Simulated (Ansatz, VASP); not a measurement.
**Hg2P in VASP and in Ansatz**

```xyz
3
Lattice="0.0000 3.3119 3.3119 3.3119 0.0000 3.3119 3.3119 3.3119 0.0000" Properties=species:S:1:pos:R:3 pbc="T T T"
Hg    1.6559    1.6559    1.6559
Hg    4.9678    4.9678    4.9678
P     0.0000    0.0000    0.0000
```

Change from the starting cell: species swapped into the In2Pt type (Fm-3m, No. 225).

Alike in both runs: functional PBE; k mesh 12 × 12 × 12; occupations gaussian, width 0.1 eV; no spin polarisation.

Ansatz relaxed the structure, and its values are those at the end. VASP's run is a single point on that final structure, the one shown.

|  | VASP | Ansatz |
| --- | --- | --- |
| version | VASP 6.6.1 | Ansatz 0.2.0 |
| potentials or method | VASP PAW PBE potentials, release 64 (Hg, P) | scalar-relativistic, plane waves, PAW |
| plane-wave cutoff (eV) | 520 | 420 |
| valence electrons in the cell | 29 | 45 |

```tsv
	VASP	Ansatz	Ansatz less VASP
gap on the k mesh at the Fermi level (eV)	none	none	-
pressure (GPa)	0.2	0.0	-0.21
```

A gap of «none» marks a metal or a gap that the smearing closes. With one functional, cell and mesh, what is left measures potentials, basis and numerics. The two sets of potentials don't hold the same shells in valence.

The runs have no spin-orbit coupling, so splittings on Hg are missing.
